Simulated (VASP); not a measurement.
These are LDA (Ceperley-Alder, Perdew-Zunger) with spin-orbit coupling, VASP's LDA PAW potentials (set 64) (plane waves; VASP) values and carry that method's errors.

VASP input:

INCAR:
```
PREC  =  Accurate
LMAXMIX  =  4
LREAL  =  .FALSE.   ! projection in real space or not
LCHARG  =  .FALSE.
ENCUT  =  400
SIGMA  =  0.05   ! width (eV)
ALGO  =  Normal   ! blocked Davidson
LWAVE  =  .FALSE.
EDIFF  =  1E-6   ! SCF stop (eV)
NELM  =  100   ! most electronic steps
GGA_COMPAT  =  .FALSE.
SYSTEM  =  TiCo
MAGMOM  =  6*0
LASPH  =  .TRUE.
LSORBIT  =  .TRUE.
ISMEAR  =  0   ! Gaussian
```

**POSCAR**
```
TiCo
1
    2.8975574735     0.0000000000     0.0000000000
   -0.0000000000     2.8975574735     0.0000000000
   -0.0000000000     0.0000000000     2.8975574735
Ti Co
1 1
Direct
  0.0000000000   0.0000000000   0.0000000000
  0.5000000000   0.5000000000   0.5000000000
```

KPOINTS:
```
Automatic mesh
0
Gamma
11 11 11
0 0 0
```

KPOINTS_OPT:
```
k-points along high-symmetry lines
8
Line-mode
Reciprocal
  0.000000   0.000000   0.000000 ! GAMMA
  0.000000   0.500000   0.000000 ! X

  0.000000   0.500000   0.000000 ! X
  0.500000   0.500000   0.000000 ! M

  0.500000   0.500000   0.000000 ! M
  0.000000   0.000000   0.000000 ! GAMMA

  0.000000   0.000000   0.000000 ! GAMMA
  0.500000   0.500000   0.500000 ! R

  0.500000   0.500000   0.500000 ! R
  0.000000   0.500000   0.000000 ! X

  0.500000   0.500000   0.500000 ! R
  0.500000   0.500000   0.000000 ! M
```

POTCAR, in this order: Ti_sv Co (LDA.64 set). Program: vasp_ncl.

The run wrote:

**OSZICAR**
```
       N       E                     dE             d eps       ncg     rms          rms(c)
DAV:   1     0.185320771253E+03    0.18532E+03   -0.85386E+03  3152   0.167E+03
DAV:   2    -0.101346510717E+01   -0.18633E+03   -0.18197E+03  3160   0.444E+02
DAV:   3    -0.186993831100E+02   -0.17686E+02   -0.17258E+02  5048   0.139E+02
DAV:   4    -0.198065752852E+02   -0.11072E+01   -0.10945E+01  4416   0.287E+01
DAV:   5    -0.198623820151E+02   -0.55807E-01   -0.55742E-01  4500   0.566E+00    0.143E+01
DAV:   6    -0.181753152663E+02    0.16871E+01   -0.13099E+01  3636   0.581E+01    0.724E+00
DAV:   7    -0.197478656745E+02   -0.15726E+01   -0.18708E+01  5100   0.528E+01    0.196E+01
DAV:   8    -0.175878311886E+02    0.21600E+01   -0.77282E+00  4304   0.382E+01    0.184E+00
DAV:   9    -0.176207832049E+02   -0.32952E-01   -0.28009E-01  4672   0.614E+00    0.196E+00
DAV:  10    -0.176060681078E+02    0.14715E-01   -0.94514E-02  4172   0.432E+00    0.523E-01
DAV:  11    -0.176047228492E+02    0.13453E-02   -0.56584E-03  4480   0.873E-01    0.311E-01
DAV:  12    -0.176040572966E+02    0.66555E-03   -0.28139E-03  4008   0.654E-01    0.127E-01
DAV:  13    -0.176038977179E+02    0.15958E-03   -0.40379E-04  4444   0.221E-01    0.341E-02
DAV:  14    -0.176038923885E+02    0.53294E-05   -0.21689E-05  3872   0.446E-02    0.165E-02
DAV:  15    -0.176038906418E+02    0.17467E-05   -0.64970E-06  3772   0.252E-02    0.551E-03
DAV:  16    -0.176038905151E+02    0.12670E-06   -0.42775E-07  1844   0.975E-03
   1 F= -.17603891E+02 E0= -.17602408E+02  d E =-.296485E-02  mag=     0.0000     0.0000     0.0000
       N       E                     dE             ncg
```

**OUTCAR**
```
------------------------ aborting loop because EDIFF is reached ----------------------------------------
  FORCE on cell =-STRESS in cart. coord.  units (eV):
  Direction    XX          YY          ZZ          XY          YZ          ZX
  --------------------------------------------------------------------------------------
  Total       -0.0021713     -0.0021713     -0.0021713      0.0000000     -0.0000000      0.0000000
  in kB       -0.1429987     -0.1429987     -0.1429987      0.0000000     -0.0000000      0.0000000
  external PRESSURE =      -0.1429987 kB  Pullay stress =       0.0000000 kB
  volume of cell :       24.33
      direct lattice vectors                 reciprocal lattice vectors
     2.897557474  0.000000000  0.000000000     0.345118262  0.000000000  0.000000000
     0.000000000  2.897557474  0.000000000     0.000000000  0.345118262  0.000000000
     0.000000000  0.000000000  2.897557474     0.000000000  0.000000000  0.345118262
 POSITION                                       TOTAL-FORCE (eV/Angst)
 -----------------------------------------------------------------------------------
      0.00000      0.00000      0.00000         0.000000      0.000000      0.000000
      1.44878      1.44878      1.44878         0.000000      0.000000      0.000000
 -----------------------------------------------------------------------------------
    total drift:                               -0.000000      0.000000      0.000000
  FREE ENERGIE OF THE ION-ELECTRON SYSTEM (eV)
  ---------------------------------------------------
  free  energy   TOTEN  =       -17.6038905151 eV

  energy  without entropy=      -17.6009256641  energy(sigma->0) =      -17.60240809

 Ion:    1  E_soc:     -0.0121985

 Ion:    2  E_soc:     -0.0169013
```
(Selected blocks of OUTCAR.)

The compound is TiCo in the CsCl type structure. It was relaxed first, which changed the volume by -9 %.
